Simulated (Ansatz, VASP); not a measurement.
# One calculation of Cs2Tl3W, two programs

```
Cs Tl W
1.0
     6.36276    0.00000    0.00000
    -3.18138    5.51031    0.00000
     0.00000    0.00000    7.16201
Cs Tl W
2 3 1
Direct
  0.33333 0.66667 0.00000
  0.66667 0.33333 0.00000
  0.50000 0.00000 0.50000
  0.50000 0.50000 0.50000
  0.00000 0.50000 0.50000
  0.00000 0.00000 0.00000
```

Alike in both runs: functional PBE; k mesh 3 × 3 × 4; occupations gaussian, width 0.1 eV; no spin polarisation.

Ansatz relaxed the structure, and its values are those at the end. VASP's run is a single point on that final structure, the one shown.

```csv
,VASP,Ansatz
version,VASP 6.6.1,Ansatz 0.2.0
potentials or method,"VASP PAW PBE potentials, release 64 (Cs_sv, Tl_d, W_sv)","scalar-relativistic, plane waves, PAW"
plane-wave cutoff (eV),520,420
valence electrons in the cell,71,71
```

```tsv
	VASP	Ansatz	Ansatz less VASP
gap on the k mesh at the Fermi level (eV)	none	none	-
pressure (GPa)	0.0	0.0	-0.02
```

A gap of «none» marks a metal or a gap that the smearing closes.

Caveats: the k mesh is coarse (spacing up to 0.38 Å⁻¹), so the values aren't converged. The runs have no spin-orbit coupling, so splittings on Cs, Tl, W are missing.
